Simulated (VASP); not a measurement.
**CaSn (space group Cmcm): computed properties**

Method: PBEsol GGA, VASP's PBE PAW potentials (set 64) (plane waves; VASP 6.6.1).

- space group: Cmcm (63)
- cell: a = 4.7442 Å, b = 11.4227 Å, c = 4.3430 Å, α = β = γ = 90.00°
- volume per atom: 29.42 Å^3/atom
- band gap (over mesh and band path): none (metal, semimetal or under 0.01 eV)
- density: 4.48 g/cm³

CaSn has the orthorhombic space group Cmcm (No. 63), Pearson symbol oS8. Conventional cell: a = 4.7442 Å, b = 11.4227 Å, c = 4.3430 Å, α = β = γ = 90.00°. Ca on 4c sees 5 Sn at 3.212–3.264 Å and 2 Sn at 3.446 Å and 2 Ca at 3.748 Å and 6 Ca at 4.171–4.343 Å and 2 Ca at 4.744 Å. Sn on 4c is surrounded by 2 Sn at 2.915 Å and 5 Ca at 3.212–3.264 Å and 2 Ca at 3.446 Å. (Neighbours: up to the widest gap in distance over summed covalent radii, below 1.35, at either atom.)
(The calculation used a cell of 4 atoms; values per cell refer to that cell.)

Unless said otherwise, spin-orbit coupling is left out, though it shifts the bands of the heavy elements here.

The structure comes from a computed database's CaSn entry (Cmcm); how it stands against other phases isn't given here. It was relaxed first. Symmetry was kept, so distortions that lower it aren't found.
